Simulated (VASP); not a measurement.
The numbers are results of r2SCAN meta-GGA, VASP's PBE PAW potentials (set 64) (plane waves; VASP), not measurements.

VASP input:

POSCAR:
```
Cu
1
    0.0000000000     1.7732475055     1.7732475055
    1.7732475055     0.0000000000     1.7732475055
    1.7732475055     1.7732475055     0.0000000000
Cu
1
Direct
  0.0000000000   0.0000000000   0.0000000000
```

INCAR:
```
# general
SYSTEM =Cu
PREC   =Accurate
ENCUT  =520   # plane-wave cut-off (eV)
LREAL  =.FALSE.
LASPH  =.TRUE.   # aspherical one-centre terms

# electronic loop
EDIFF  =1E-7   # SCF stop (eV)
NELM   =100   # most electronic steps
ALGO   =Normal   # blocked Davidson
LMAXMIX=4
LMIXTAU=.TRUE.

# smearing
ISMEAR =1   # Methfessel-Paxton
SIGMA  =0.1   # width (eV)

# functional
METAGGA=R2SCAN

# ions
ISIF   =2   # forces and stress, cell fixed

# output
LWAVE  =.FALSE.
LCHARG =.FALSE.
```

KPOINTS:
```
Automatic mesh
0
Gamma
17 17 17
0 0 0
```

POTCAR, in this order: Cu (PBE.64 set). Program: vasp_std.

Q: What does the run give for the energy per atom (σ→0), pressure, band gap (on the k-mesh)?

A: 
energy per atom (σ→0): -10.820 eV/atom
band gap (on the k-mesh): none (metal, semimetal or under 0.01 eV)
pressure: 4.90 GPa

**OSZICAR**
```
...
DAV:  12    -0.108203973259E+02   -0.16991E-04   -0.28490E-04  3278   0.362E-01    0.184E-02
DAV:  13    -0.108204053179E+02   -0.79921E-05   -0.83244E-05  3398   0.174E-01    0.623E-03
DAV:  14    -0.108204068032E+02   -0.14852E-05   -0.12087E-06  3429   0.220E-02    0.284E-03
DAV:  15    -0.108204051383E+02    0.16649E-05   -0.12615E-06  3250   0.263E-02    0.341E-04
DAV:  16    -0.108204060421E+02   -0.90375E-06   -0.89281E-08  1720   0.427E-03    0.350E-04
DAV:  17    -0.108204059322E+02    0.10986E-06   -0.14790E-08  1558   0.271E-03    0.133E-04
DAV:  18    -0.108204059745E+02   -0.42237E-07   -0.53546E-09  1534   0.100E-03
   1 F= -.10820406E+02 E0= -.10820421E+02  d E =0.454780E-04
```

The compound is Cu in the fcc structure. This cell is one point of a volume scan, at 0.97 of the reference volume.
